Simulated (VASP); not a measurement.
# MgGa23N24 (a cell with a defect) in VASP: notebook

One crystal, MgGa23N24 (a cell with a defect), is run at these levels: PBE, HSE06; tasks: relaxation of the atoms, single point.

Everything below comes from runs of VASP 6.6.1. Logs are shortened: lines on timing, memory, paths and dates and some standing lists are left out, and cuts for length are marked.

## Step 1: Starting point

The cell holds a defect, 48 atoms: a = 8.302 Å, b = 8.302 Å, c = 8.302 Å, α = 84.34°, β = 84.34°, γ = 84.34°.

## Step 2: Relaxation of the atoms, PBE

Input file INCAR:

```
SYSTEM = MgGa23N24
ALGO     = Normal         ! electronic algorithm
EDIFF    = 1E-6           ! SCF threshold, eV
EDIFFG   = -0.025         ! ionic threshold
ENCUT    = 450            ! plane-wave cutoff, eV
GGA      = PE             ! functional
IBRION   = 2              ! ionic algorithm
ICORELEVEL= 1            
ISIF     = 2              ! what is computed and relaxed
ISMEAR   = 0              ! smearing method
ISYM     = 0            
LASPH    = .TRUE.         ! aspherical terms in the spheres
LCHARG   = .FALSE.        ! write CHGCAR
LREAL    = Auto         
LUSENCCL = .FALSE.      
LWAVE    = .FALSE.        ! write WAVECAR
NELECT   = 422.0        
NELM     = 80             ! most SCF steps
NSW      = 70             ! ionic steps
PREC     = Normal         ! precision mode
SIGMA    = 0.01           ! smearing width, eV
```

Input file KPOINTS:

```
k-points
0
Monkhorst
  2 2 2
  0 0 0
```

Input file POSCAR:

```
MgGa23N24
1.0
   -3.2177240000     -5.5732640000      5.2440550000
    6.4354500000      0.0000000000      5.2440550000
   -3.2177260000      5.5732640000      5.2440550000
Mg Ga N
1 23 24
Direct
    0.8307609400      0.4981888800      0.6639381900
    0.6663953300      0.3330618300      0.9997288300
    0.9997286700      0.6663951700      0.3330621700
    0.6663953300      0.8330618300      0.4997288300
    0.9997286700      0.1663951700      0.8330621700
    0.1663953300      0.3330618300      0.4997288300
    0.4997286700      0.6663951700      0.8330621700
    0.8330620000      0.9997285000      0.1663955000
    0.3330620000      0.4997285000      0.1663955000
    0.3330620000      0.9997285000      0.6663955000
    0.1663953300      0.8330618300      0.9997288300
    0.4997286700      0.1663951700      0.3330621700
    0.6663953300      0.4997288300      0.3330618300
    0.4997286700      0.3330621700      0.6663951700
    0.8330620000      0.6663955000      0.9997285000
    0.4997286700      0.8330621700      0.1663951700
    0.8330620000      0.1663955000      0.4997285000
    0.9997286700      0.3330621700      0.1663951700
    0.3330620000      0.6663955000      0.4997285000
    0.6663953300      0.9997288300      0.8330618300
    0.1663953300      0.4997288300      0.8330618300
    0.1663953300      0.9997288300      0.3330618300
    0.9997286700      0.8330621700      0.6663951700
    0.3330620000      0.1663955000      0.9997285000
    0.6252713300      0.2919378300      0.4586048300
    0.4586046700      0.1252711700      0.7919381700
    0.7919380000      0.4586045000      0.1252715000
    0.4586046700      0.6252711700      0.2919381700
    0.7919380000      0.9586045000      0.6252715000
    0.9586046700      0.1252711700      0.2919381700
    0.2919380000      0.4586045000      0.6252715000
    0.6252713300      0.7919378300      0.9586048300
    0.1252713300      0.2919378300      0.9586048300
    0.1252713300      0.7919378300      0.4586048300
    0.9544845900      0.6314155100      0.7999088800
    0.2919380000      0.9586045000      0.1252715000
    0.7955126400      0.6305131900      0.4604734300
    0.6383494000      0.4467523100      0.7791209600
    0.9586046700      0.7919381700      0.1252711700
    0.6252713300      0.9586048300      0.2919378300
    0.9575316500      0.2772715100      0.6303111600
    0.1252713300      0.4586048300      0.2919378300
    0.4586046700      0.7919381700      0.6252711700
    0.7919380000      0.1252715000      0.9586045000
    0.2919380000      0.6252715000      0.9586045000
    0.2919380000      0.1252715000      0.4586045000
    0.1252713300      0.9586048300      0.7919378300
    0.4586046700      0.2919381700      0.1252711700
```

Potentials or basis: VASP PAW PBE potentials, release 64 (Mg, Ga_d, N).

On the command line:

```
cat potpaw_PBE.64/Mg/POTCAR potpaw_PBE.64/Ga_d/POTCAR potpaw_PBE.64/N/POTCAR > POTCAR
mpirun -np 1 vasp_std > vasp.out
```

OUTCAR:

```text
SYSTEM = MgGa23N24
   EDIFF = 1E-6
   EDIFFG = -0.025
   ENCUT = 450
   GGA = PE
   IBRION = 2
   ISIF = 2
   ISMEAR = 0
   ISYM = 0
   LASPH = .TRUE.
   LREAL = Auto
   NELECT = 422.0
   NELM = 80
   NSW = 70
   PREC = Normal

 ion  position               nearest neighbor table
   1  0.831  0.498  0.664-  38 1.84  37 1.95  41 2.05  35 2.06  13 3.18  14 3.19  17 3.19   4 3.21
                             3 3.21   7 3.22   6 3.22   2 3.22   5 3.22  23 3.24  15 3.24  21 3.24
   2  0.666  0.333  1.000-  44 1.97  48 1.97  27 1.98  38 2.00   1 3.22
   3  1.000  0.666  0.333-  37 1.94  42 1.97  39 1.97  34 1.98   1 3.21
   4  0.666  0.833  0.500-  37 1.94  43 1.97  40 1.97  29 1.98   1 3.21
   5  1.000  0.166  0.833-  41 1.88  47 1.97  44 1.97  33 1.98   1 3.22
   6  0.166  0.333  0.500-  46 1.97  42 1.97  31 1.98  41 2.02   1 3.22
   7  0.500  0.666  0.833-  45 1.97  43 1.97  32 1.98  38 2.12   1 3.22
   8  0.833  1.000  0.166-  39 1.97  40 1.97  44 1.97  30 1.98
   9  0.333  0.500  0.166-  48 1.97  42 1.97  45 1.97  28 1.98
  10  0.333  1.000  0.666-  43 1.97  47 1.97  46 1.97  26 1.98
  11  0.166  0.833  1.000-  45 1.97  39 1.97  47 1.97  36 1.98
  12  0.500  0.166  0.333-  40 1.97  46 1.97  48 1.97  25 1.98
  13  0.666  0.500  0.333-  28 1.97  27 1.97  25 1.97  37 2.03   1 3.18
  14  0.500  0.333  0.666-  38 1.92  31 1.97  25 1.97  26 1.97   1 3.19
  15  0.833  0.666  1.000-  35 1.89  32 1.97  27 1.97  39 1.98   1 3.24
  16  0.500  0.833  0.166-  36 1.97  32 1.97  28 1.97  40 1.98
  17  0.833  0.166  0.500-  41 1.92  25 1.97  30 1.97  29 1.97   1 3.19
  18  1.000  0.333  0.166-  27 1.97  33 1.97  30 1.97  42 1.98
[... 28 lines left out ...]
  47  0.125  0.959  0.792-   5 1.97  10 1.97  11 1.97  23 1.98
  48  0.459  0.292  0.125-   9 1.97   2 1.97  12 1.97  24 1.98

IMPORTANT INFORMATION: All symmetrisations will be switched off!
NOSYMM: (Re-)initialisation of all symmetry stuff for point group C_1.

----------------------------------------------------------------------------------------

                                     Primitive cell

  volume of cell :     564.2571

  direct lattice vectors                    reciprocal lattice vectors
    -3.217724000 -5.573264000  5.244055000    -0.051796430 -0.089714044  0.063564042
     6.435450000  0.000000000  5.244055000     0.103592859  0.000000019  0.063564042
    -3.217726000  5.573264000  5.244055000    -0.051796430  0.089714025  0.063564042

  length of vectors
     8.301513850  8.301513690  8.301514625     0.121539571  0.121539574  0.121539557

  position of ions in fractional coordinates (direct lattice)
     0.830760940  0.498188880  0.663938190
     0.666395330  0.333061830  0.999728830
[... 180 lines left out ...]
 non-spin polarized calculation
 Gauss-broadening in eV      SIGMA  =   0.01
  energy-cutoff  :      450.00
  volume of cell :      564.26
 maximum number of plane-waves:     12242
   NGX = 29   NGY = 29   NGZ = 29

--------------------------------------- Ionic step        1  -------------------------------------------

 number of electron     422.0000758 magnetization

 Free energy of the ion-electron system (eV)
  ---------------------------------------------------
  ext. energy  EPLUGINS =         0.00000000
  ---------------------------------------------------
  free energy    TOTEN  =      -284.02188109 eV

  energy without entropy =     -284.02188109  energy(sigma->0) =     -284.02188109

------------------------ aborting loop because EDIFF is reached ----------------------------------------

  FORCE on cell =-STRESS in cart. coord.  units (eV):
  Direction    XX          YY          ZZ          XY          YZ          ZX
  --------------------------------------------------------------------------------------
  -------------------------------------------------------------------------------------
  Total       10.1277175     12.8821003     10.1480757     -1.9240547     -0.6927414     -0.2959385
  in kB       28.7571029     36.5780232     28.8149090     -5.4632486     -1.9670015     -0.8403011
  external PRESSURE =      31.3833450 kB  Pullay stress =       0.0000000 kB
[... 227 lines left out ...]
  FREE ENERGIE OF THE ION-ELECTRON SYSTEM (eV)
  ---------------------------------------------------
  free  energy   TOTEN  =      -284.7191348518 eV

  energy  without entropy=     -284.7191348518  energy(sigma->0) =     -284.71913485

[... ionic steps 4 to 11 ...]

--------------------------------------- Ionic step       12  -------------------------------------------

 number of electron     422.0000653 magnetization

------------------------ aborting loop because EDIFF is reached ----------------------------------------
[... 159 lines left out ...]
--------------------------------------- Ionic step       14  -------------------------------------------

 number of electron     422.0000655 magnetization

 Free energy of the ion-electron system (eV)
  ---------------------------------------------------
  ext. energy  EPLUGINS =         0.00000000
  ---------------------------------------------------
  free energy    TOTEN  =      -284.82571212 eV

  energy without entropy =     -284.82571212  energy(sigma->0) =     -284.82571212

 the core state eigenenergies are
   1-  1s  -1246.9933  2s    -67.7330  2p    -34.4803
   2-  1s -10217.3310  2s  -1250.7395  2p  -1087.1952  3s   -137.0591  3p    -87.8057

   3-  1s -10217.3313  2s  -1250.7396  2p  -1087.1953  3s   -137.0588  3p    -87.8054

   4-  1s -10217.3303  2s  -1250.7388  2p  -1087.1944  3s   -137.0584  3p    -87.8050
[... 63 lines left out ...]
  47-  1s   -370.2954
  48-  1s   -370.3694

 E-fermi :   4.8854     XC(G=0): -11.4752

 val. band max:        4.8338859077   @ k =   0.2500   0.2500   0.2500
 cond. band min:       7.9149793728   @ k =   0.2500   0.2500   0.2500
 fundamental gap:      3.0810934651
 Fermi energy:         4.8853719396

 k-point     1 :       0.2500    0.2500    0.2500
  band No.  band energies     occupation
      1     -10.6455      2.00000
      2     -10.2587      2.00000
      3     -10.2476      2.00000
      4     -10.2109      2.00000
      5     -10.0898      2.00000
      6     -10.0614      2.00000
[... 893 lines left out ...]
    222      10.1311      0.00000
    223      10.1947      0.00000
 [bands above 223 left out]

------------------------ aborting loop because EDIFF is reached ----------------------------------------

  FORCE on cell =-STRESS in cart. coord.  units (eV):
  Direction    XX          YY          ZZ          XY          YZ          ZX
  --------------------------------------------------------------------------------------
  -------------------------------------------------------------------------------------
  Total       10.9316460     10.9577528      9.8880022     -0.0127810     -0.0014087     -0.0000920
  in kB       31.0398141     31.1139432     28.0764445     -0.0362910     -0.0039998     -0.0002614
  external PRESSURE =      30.0767339 kB  Pullay stress =       0.0000000 kB
[... 63 lines left out ...]
  FREE ENERGIE OF THE ION-ELECTRON SYSTEM (eV)
  ---------------------------------------------------
  free  energy   TOTEN  =      -284.8257121201 eV

  energy  without entropy=     -284.8257121201  energy(sigma->0) =     -284.82571212

 reached required accuracy - stopping structural energy minimisation
```

It took 49 min on 1 × NVIDIA H100 80GB with 1 thread of AMD EPYC 7R13 (Zen 3), shared host; peak memory 1.5 GiB.

Results:

```yaml
Free_energy: -284.8257 eV
Energy_gained_by_relaxing: 16.7 meV/atom
Ionic_steps: 14
Largest_force_after_relaxing: 0.012 eV/Å
```

Forces in eV/Å, atoms in the order of the input:
```
Mg   0.004  0.000 -0.002
Ga   0.001  0.001  0.005
Ga   0.002 -0.004 -0.004
Ga   0.002  0.006  0.006
Ga  -0.002 -0.002  0.004
Ga   0.005  0.002 -0.002
Ga   0.004  0.004 -0.001
Ga  -0.001 -0.002 -0.001
Ga   0.011  0.002 -0.002
Ga   0.001  0.007  0.003
Ga   0.000 -0.001 -0.007
Ga  -0.001  0.007  0.001
Ga  -0.003  0.002  0.000
Ga   0.003  0.002  0.001
Ga  -0.002  0.003 -0.006
Ga  -0.005 -0.003  0.006
Ga  -0.004 -0.006 -0.007
Ga   0.000 -0.004 -0.001
Ga  -0.001 -0.008  0.005
Ga  -0.003 -0.010  0.004
Ga   0.008  0.005 -0.001
Ga  -0.008  0.002  0.002
Ga  -0.007 -0.004 -0.007
Ga  -0.007 -0.001  0.008
N   -0.005  0.004 -0.002
N   -0.001 -0.003  0.001
N   -0.003 -0.002  0.002
N    0.001  0.000 -0.002
N    0.005 -0.005  0.005
N    0.000 -0.005  0.001
N   -0.002  0.000  0.003
N    0.003  0.001 -0.006
N   -0.003 -0.003  0.001
N   -0.003 -0.007  0.003
N    0.001  0.001  0.002
N    0.000  0.000  0.002
N   -0.001  0.000 -0.005
N    0.004  0.009 -0.004
N    0.004 -0.001 -0.005
N    0.003  0.005  0.001
N   -0.002 -0.001 -0.005
N    0.001 -0.003 -0.005
N    0.001  0.001  0.003
N   -0.002  0.004  0.004
N   -0.004 -0.001 -0.002
N   -0.002  0.007  0.002
N    0.004  0.003  0.001
N    0.005  0.000  0.005
```

Step by step:
```
step  energy change (eV)  largest force (eV/Å)  pressure (GPa)
   1              0.0000                4.3809            3.14
   2             -0.6316                1.0609            3.09
   3             -0.6973                1.0459            2.99
   4             -0.7709                0.3942            2.97
   5             -0.7710                0.3694            2.97
   6             -0.7902                0.1529            2.98
   7             -0.7937                0.1987            2.99
   8             -0.8002                0.0823            3.00
   9             -0.8004                0.0862            3.01
  10             -0.8027                0.0309            3.01
  11             -0.8027                0.0371            3.01
  12             -0.8035                0.0271            3.01
  13             -0.8035                0.0271            3.01
  14             -0.8038                0.0116            3.01
```

Final structure:
```xyz
48
Lattice="-3.2177 -5.5733 5.2441 6.4355 0.0000 5.2441 -3.2177 5.5733 5.2441" Properties=species:S:1:pos:R:3 pbc="T T T"
Mg   -1.6121   -0.9311   10.4698
Ga   -3.2060    1.8591   10.4700
Ga    0.0097   -3.7034   10.4787
Ga    1.6014   -0.9448   10.4697
Ga   -1.6070    4.6262    5.2330
Ga   -0.0142    1.8672    5.2268
Ga   -0.0219    1.8603   10.4775
Ga    3.2191   -3.7193   10.4803
Ga    1.6046   -0.9253    5.2363
Ga    3.2103    1.8529   10.4790
Ga    1.6055    4.6427   10.4767
Ga   -1.6118   -0.9319    5.2540
Ga    0.0091   -1.8687    7.8772
Ga   -1.6089    0.9410    7.8765
Ga   -1.6137    0.9088   13.1123
Ga    3.2162   -1.8586    7.8620
Ga   -3.2342   -1.8621    7.8776
Ga   -1.6062   -4.6436    7.8580
Ga    1.6037    0.9334    7.8565
Ga    1.6042    0.9254   13.1002
Ga    0.0133    3.7218    7.8673
Ga    4.8244    0.9274    7.8627
Ga   -0.0166   -1.8466   13.1118
Ga   -3.2192    3.7159    7.8614
N    -1.6107   -0.9309    7.2276
N    -3.2258    1.8590    7.2069
N    -0.0010   -3.7204    7.2035
N     1.6109   -0.9245    7.2082
N     1.6022   -0.9270   12.4471
N    -3.2184   -3.7214    7.2081
N    -0.0002    1.8597    7.2037
N    -0.0055    1.8586   12.4625
N    -1.6115    4.6425    7.2179
N     3.2185    1.8588    7.2189
N    -1.6118   -0.9304   12.5287
N     4.8245   -0.9298    7.2140
N     0.0668   -1.8994    9.8094
N    -1.6128    1.0061    9.8089
N     1.6156   -4.6501    9.8517
N     3.2331   -1.8614    9.8371
N    -3.2907   -1.8996    9.8096
N     1.6079    0.9314    4.5906
N     1.6012    0.9277    9.8330
N    -4.8277    0.9242    9.8328
N    -0.0050    3.7249    9.8509
N    -1.6224    0.9108    4.5934
N     3.2059    3.7073    9.8507
N    -0.0109   -1.8430    4.5925
```

Core levels (eV, on the scale of the bands):
| atom | levels |
| --- | --- |
| 1 Mg | 1s -1247.0, 2s -67.7, 2p -34.5 |
| 2 Ga | 1s -10217.3, 2s -1250.7, 2p -1087.2, 3s -137.1, 3p -87.8 |
| 3 Ga | 1s -10217.3, 2s -1250.7, 2p -1087.2, 3s -137.1, 3p -87.8 |
| 4 Ga | 1s -10217.3, 2s -1250.7, 2p -1087.2, 3s -137.1, 3p -87.8 |
| 5 Ga | 1s -10217.3, 2s -1250.7, 2p -1087.2, 3s -137.1, 3p -87.8 |
| 6 Ga | 1s -10217.3, 2s -1250.7, 2p -1087.2, 3s -137.1, 3p -87.8 |

Caveat: the cell is charged against a uniform background, so pressure and absolute levels hang on convention; the cutoff is under 1.25 times the usual one of these potentials, so pressure, stress and relaxed cells hold a basis-set (Pulay) error.

[end of part 1 of 2]
